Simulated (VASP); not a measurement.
# K3Pd (Pm-3m) in VASP: further runs

The runs below take K3Pd through electrostatic potential, single point, with PBE+TS-HI, BLYP+D3(BJ), optPBE-vdW.

Program: VASP 6.6.1. These are calculated values, not measurements. Logs are shortened: lines on timing, memory, paths and dates and some standing lists are left out, and cuts for length are marked.

## (1) The crystal as given

Symmetry: Pm-3m, No. 221, cubic system. The conventional cell has a = 5.445 Å, b = 5.445 Å, c = 5.445 Å, α = 90.00°, β = 90.00°, γ = 90.00°. Around Pd (site symmetry m-3m) lie 12 K at 3.85 Å. Around K (site symmetry 4/mmm) lie 4 Pd at 3.85 Å and 8 K at 3.85 Å.

The cell comes from a database or a generator and needn't be the stable form of this composition.

## (2) Electrostatic potential, PBE+TS-HI, spin-orbit coupling, no magnetisation

INCAR

```
  PREC = Accurate
  ENCUT = 520
  EDIFF = 1E-6
  ISMEAR = -1
  SIGMA = 0.02
  LREAL = False
  LASPH = True
  NELM = 60
  ALGO = Normal
  ISIF = 2
  LWAVE = False
  LCHARG = True
  MAGMOM = 0 0 0 0 0 0 0 0 0 0 0 0
  LORBIT = 11
  LSORBIT = True
  GGA_COMPAT = False
  LMAXMIX = 4
  GGA = PE
  IVDW = 21
  LVHAR = True
```

KPOINTS

```
regular mesh
0
Gamma
  4 4 4
```

POSCAR

```
K3Pd
1.0
    5.4450130000      0.0000000000      0.0000000000
    0.0000000000      5.4450130000      0.0000000000
    0.0000000000      0.0000000000      5.4450130000
Pd K
1 3
Cartesian
    0.0000000000      0.0000000000      0.0000000000
    0.0000000000      2.7225065000      2.7225065000
    2.7225065000      0.0000000000      2.7225065000
    2.7225065000      2.7225065000      0.0000000000
```

Potentials or basis: VASP PAW PBE potentials, release 64 (Pd, K_sv).

On the command line:

```console
$ cat potpaw_PBE.64/Pd/POTCAR potpaw_PBE.64/K_sv/POTCAR > POTCAR
$ mpirun -np 1 vasp_ncl > vasp.out
```

OUTCAR:

```text
PREC = Accurate
   ENCUT = 520
   EDIFF = 1E-6
   ISMEAR = -1
   LREAL = False
   LASPH = True
   NELM = 60
   ISIF = 2
   LORBIT = 11
   LSORBIT = True
   GGA = PE
   IVDW = 21
  IVDW =  21

 ion  position               nearest neighbor table
   1  0.000  0.000  0.000-
   2  0.000  0.500  0.500-
   3  0.500  0.000  0.500-
   4  0.500  0.500  0.000-

  LATTYP: Found a simple cubic cell.
 ALAT       =     5.4450130000

  Lattice vectors:

 A1 = (   5.4450130000,   0.0000000000,   0.0000000000)
 A2 = (   0.0000000000,   5.4450130000,   0.0000000000)
 A3 = (   0.0000000000,   0.0000000000,   5.4450130000)

Analysis of symmetry for initial positions (statically):
=====================================================================
 Subroutine PRICEL returns:
 Original cell was already a primitive cell.

 Routine SETGRP: Setting up the symmetry group for a
 simple cubic supercell.

 Subroutine GETGRP returns: Found 48 space group operations
 (whereof 48 operations were pure point group operations)
 out of a pool of 48 trial point group operations.

The static configuration has the point symmetry O_h .

Analysis of symmetry for dynamics (positions and initial velocities):
=====================================================================
 Subroutine PRICEL returns:
 Original cell was already a primitive cell.

 Routine SETGRP: Setting up the symmetry group for a
 simple cubic supercell.

 Subroutine GETGRP returns: Found 48 space group operations
 (whereof 48 operations were pure point group operations)
 out of a pool of 48 trial point group operations.

The dynamic configuration has the point symmetry O_h .

Analysis of structural, dynamic, and magnetic symmetry:
=====================================================================
 Subroutine PRICEL returns:
 Original cell was already a primitive cell.

 Routine SETGRP: Setting up the symmetry group for a
 simple cubic supercell.

 Subroutine GETGRP returns: Found 48 space group operations
 (whereof 48 operations were pure point group operations)
 out of a pool of 48 trial point group operations.

The overall configuration has the point symmetry O_h .

 Subroutine INISYM returns: Found 48 space group operations
 (whereof 48 operations are pure point group operations),
 and found     1 'primitive' translations

----------------------------------------------------------------------------------------

                                     Primitive cell

  volume of cell :     161.4347

  direct lattice vectors                    reciprocal lattice vectors
     5.445013000  0.000000000  0.000000000     0.183654291  0.000000000  0.000000000
     0.000000000  5.445013000  0.000000000     0.000000000  0.183654291  0.000000000
     0.000000000  0.000000000  5.445013000     0.000000000  0.000000000  0.183654291

  length of vectors
     5.445013000  5.445013000  5.445013000     0.183654291  0.183654291  0.183654291

  position of ions in fractional coordinates (direct lattice)
     0.000000000  0.000000000  0.000000000
     0.000000000  0.500000000  0.500000000
     0.500000000  0.000000000  0.500000000
     0.500000000  0.500000000  0.000000000

  ion indices of the primitive-cell ions
   primitive index   ion index
                 1           1
                 2           2
                 3           3
                 4           4

----------------------------------------------------------------------------------------

 KPOINTS: regular mesh

Automatic generation of k-mesh.
 Grid dimensions read from file:
 generate k-points for:    4    4    4

 Generating k-lattice:

  Cartesian coordinates                     Fractional coordinates (reciprocal lattice)
     0.045913573  0.000000000  0.000000000     0.250000000  0.000000000  0.000000000
     0.000000000  0.045913573  0.000000000     0.000000000  0.250000000  0.000000000
     0.000000000  0.000000000  0.045913573     0.000000000  0.000000000  0.250000000

  Length of vectors
     0.045913573  0.045913573  0.045913573

  Shift w.r.t. Gamma in fractional coordinates (k-lattice)
     0.000000000  0.000000000  0.000000000

 Subroutine IBZKPT returns following result:
 ===========================================

 Found     10 irreducible k-points:

 Following reciprocal coordinates:
[... 19 lines left out ...]
 SYSTEM =  unknown system
   PREC   = accura    normal or accurate (medium, high low for compatibility)
   ISTART =      0    job   : 0-new  1-cont  2-samecut
   ICHARG =      2    charge: 1-file 2-atom 10-const
   ISPIN  =      1    spin polarized calculation?
   LNONCOLLINEAR =      T non collinear calculations
   LSORBIT =      T    spin-orbit coupling
   LASPH  =      T    aspherical Exc in radial PAW
   ENCUT  =  520.0 eV  38.22 Ry    6.18 a.u.  10.12 10.12 10.12*2*pi/ulx,y,z
   NELM   =     60;   NELMIN=  2; NELMDL= -5     # of ELM steps
   EDIFF  = 0.1E-05   stopping-criterion for ELM
   LREAL  =      F    real-space projection
   EDIFFG = 0.1E-04   stopping-criterion for IOM
   NSW    =      0    number of steps for IOM
   IBRION =     -1    ionic relax: 0-MD 1-quasi-New 2-CG
   NFREE  =      0    steps in history (QN), initial steepest desc. (CG)
   ISIF   =      2    stress and relaxation
   ISYM   =      2    0-nonsym 1-usesym 2-fastsym
   POTIM  = 0.5000    time-step for ionic-motion
   TEBEG  =    0.0;   TEEND  =   0.0 temperature during run
   PSTRESS=    0.0 pullay stress
   NELECT =      37.0000    total number of electrons
   NUPDOWN=      -1.0000    fix difference up-down
   EMIN   =  10.00;   EMAX   =-10.00  energy-range for DOS
   EFERMI =   0.00;   METHOD = LEGACY
   ISMEAR =    -1;   SIGMA  =   0.02  broadening in eV -4-tet -1-fermi 0-gaus
   EFERMI_NEDOS =   21; number of points for ismear=-14 and -15
   IALGO  =     38    algorithm
   IMIX   =      4    mixing-type and parameters
     AMIX     =   0.40;   BMIX     =  1.00
     AMIX_MAG =   1.60;   BMIX_MAG =  1.00
  volume/ion in A,a.u.               =      40.36       272.35
  Fermi-wavevector in a.u.,A,eV,Ry     =   1.001866  1.893253 13.656662  1.003736
  Thomas-Fermi vector in A             =   2.134316
   LORBIT       =     11    0 simple, 1 ext, 2 COOP (PROOUT), +10 PAW based schemes
   GGA     = PE    functional components
   LHFCALC =     F    Hartree Fock is set to
   AEXX    =    0.0000 exact exchange contribution
   IVDW    =    21    specifies the selected vdW correction
   LEPSILON=     F    determine dielectric tensor
   LRPA    =     F    only Hartree local field effects (RPA)
  energy-cutoff  :      520.00
  volume of cell :      161.43
 maximum number of plane-waves:      8770
   NGX = 21   NGY = 21   NGZ = 21

 number of electron      37.0000000 magnetization       0.0000000      0.0000000      0.0000000

 number of electron      37.0000014 magnetization       0.0000000     -0.0000000     -0.0000000

 number of electron      37.0000014 magnetization       0.0000000      0.0000000     -0.0000000

 Free energy of the ion-electron system (eV)
  ---------------------------------------------------
  ext. energy  EPLUGINS =         0.00000000
  ---------------------------------------------------
  free energy    TOTEN  =        -7.61298413 eV

  energy without entropy =       -7.60929905  energy(sigma->0) =       -7.61114159

 E-fermi :   1.3255     XC(G=0):  -7.3640

 val. band max:        1.3052967212   @ k =   0.2500   0.0000   0.0000
 cond. band min:       1.3845890089   @ k =   0.2500   0.2500   0.0000
 fundamental gap:      0.0792922877
 Fermi energy:         1.3255210819

 k-point     1 :       0.0000    0.0000    0.0000
  band No.  band energies     occupation
      1     -30.5100      1.00000
      2     -30.5100      1.00000
      3     -30.4581      1.00000
      4     -30.4581      1.00000
      5     -30.4581      1.00000
      6     -30.4581      1.00000
[... 459 lines left out ...]
     43       2.8225      0.00000
     44       2.8332      0.00000

------------------------ aborting loop because EDIFF is reached ----------------------------------------

  Hirshfeld charges:
            ion         q(e)
   ------------------------------
      1     Pd         -0.356
      2     K           0.119
      3     K           0.119
      4     K           0.119

  Tkatchenko/Scheffler method for vdW energy calculation

  Number of pair interactions contributing to vdW energy:   32248

  Edisp (eV):   -6.06344

  FORCE on cell =-STRESS in cart. coord.  units (eV):
  Direction    XX          YY          ZZ          XY          YZ          ZX
  --------------------------------------------------------------------------------------
  -------------------------------------------------------------------------------------
  Total      -8.45250    -8.45250    -8.45250     0.00000    -0.00000    -0.00000
  in kB     -83.88788   -83.88788   -83.88788     0.00000    -0.00000    -0.00000
  external pressure =      -83.89 kB  Pullay stress =        0.00 kB

 VOLUME and BASIS-vectors are now :
 -----------------------------------------------------------------------------
  energy-cutoff  :      520.00
  volume of cell :      161.43
      direct lattice vectors                 reciprocal lattice vectors
     5.445013000  0.000000000  0.000000000     0.183654291  0.000000000  0.000000000
     0.000000000  5.445013000  0.000000000     0.000000000  0.183654291  0.000000000
     0.000000000  0.000000000  5.445013000     0.000000000  0.000000000  0.183654291

 POSITION                                       TOTAL-FORCE (eV/Angst)
 -----------------------------------------------------------------------------------
      0.00000      0.00000      0.00000         0.000000      0.000000      0.000000
      0.00000      2.72251      2.72251         0.000000      0.000000      0.000000
      2.72251      0.00000      2.72251         0.000000      0.000000      0.000000
      2.72251      2.72251      0.00000         0.000000      0.000000      0.000000
 -----------------------------------------------------------------------------------
    total drift:                               -0.000000     -0.000000     -0.000000

  FREE ENERGIE OF THE ION-ELECTRON SYSTEM (eV)
  ---------------------------------------------------
  free  energy   TOTEN  =       -13.6764192022 eV

  energy  without entropy=      -13.6727341161  energy(sigma->0) =      -13.67457666

 Spin-Orbit-Coupling matrix elements

 Ion:    1  E_soc:     -0.0498736
 l=   1
     0.0000000    -0.0002118    -0.0002118
    -0.0002118     0.0000000    -0.0002118
    -0.0002118    -0.0002118     0.0000000
 l=   2
     0.0000000    -0.0016091     0.0000000    -0.0016091    -0.0064913
    -0.0016091     0.0000000    -0.0048685    -0.0016091    -0.0016228
     0.0000000    -0.0048685     0.0000000    -0.0048685     0.0000000
    -0.0016091    -0.0016091    -0.0048685     0.0000000    -0.0016228
    -0.0064913    -0.0016228     0.0000000    -0.0016228     0.0000000
 l=   3
     0.0000000     0.0000000     0.0000000     0.0000000     0.0000000     0.0000000     0.0000000
     0.0000000     0.0000000     0.0000000     0.0000000     0.0000000     0.0000000     0.0000000
     0.0000000     0.0000000     0.0000000     0.0000000     0.0000000     0.0000000     0.0000000
     0.0000000     0.0000000     0.0000000     0.0000000     0.0000000     0.0000000     0.0000000
[... 49 lines left out ...]
 l=   2
     0.0000000    -0.0000003     0.0000000    -0.0000003    -0.0000012
    -0.0000003     0.0000000    -0.0000003    -0.0000001     0.0000002
     0.0000000    -0.0000003     0.0000000    -0.0000003     0.0000000
    -0.0000003    -0.0000001    -0.0000003     0.0000000     0.0000002
    -0.0000012     0.0000002     0.0000000     0.0000002     0.0000000
 l=   3
     0.0000000     0.0000000     0.0000000     0.0000000     0.0000000     0.0000000     0.0000000
     0.0000000     0.0000000     0.0000000     0.0000000     0.0000000     0.0000000     0.0000000
     0.0000000     0.0000000     0.0000000     0.0000000     0.0000000     0.0000000     0.0000000
     0.0000000     0.0000000     0.0000000     0.0000000     0.0000000     0.0000000     0.0000000
     0.0000000     0.0000000     0.0000000     0.0000000     0.0000000     0.0000000     0.0000000
     0.0000000     0.0000000     0.0000000     0.0000000     0.0000000     0.0000000     0.0000000
     0.0000000     0.0000000     0.0000000     0.0000000     0.0000000     0.0000000     0.0000000

 total charge

# of ion       s       p       d       tot
------------------------------------------
    1        0.449   0.035   8.702   9.186
    2        1.982   5.558   0.020   7.560
    3        1.982   5.558   0.020   7.560
    4        1.982   5.558   0.020   7.560
--------------------------------------------------
tot          6.396  16.709   8.761  31.866

 magnetization (x)

# of ion       s       p       d       tot
------------------------------------------
    1        0.000  -0.000   0.000   0.000
    2        0.000  -0.000  -0.000  -0.000
    3        0.000   0.000  -0.000   0.000
    4        0.000  -0.000   0.000  -0.000
--------------------------------------------------
tot          0.000  -0.000  -0.000   0.000

 magnetization (y)

# of ion       s       p       d       tot
------------------------------------------
    1        0.000  -0.000  -0.000   0.000
    2       -0.000   0.000   0.000  -0.000
    3       -0.000   0.000   0.000   0.000
    4       -0.000   0.000  -0.000   0.000
--------------------------------------------------
tot         -0.000   0.000  -0.000  -0.000

 magnetization (z)

# of ion       s       p       d       tot
------------------------------------------
    1        0.000   0.000  -0.000   0.000
    2        0.000   0.000  -0.000   0.000
    3       -0.000  -0.000   0.000  -0.000
    4        0.000  -0.000   0.000  -0.000
--------------------------------------------------
tot          0.000  -0.000  -0.000   0.000
```

It took 2.3 min on 1 thread of Intel Xeon Platinum 8488C (Sapphire Rapids), shared host; peak memory 0.52 GiB.

What came out:

```
Free energy                                           : -13.6764 eV
Pressure                                              : -8.4 GPa
Valence electrons inside the program's atomic spheres : Pd 9.19; K 7.56
Hirshfeld charges                                     : Pd -0.36; K +0.12 e
Dispersion energy per atom                            : -1.516 eV
```

(Part 1 of 2 ends here.)
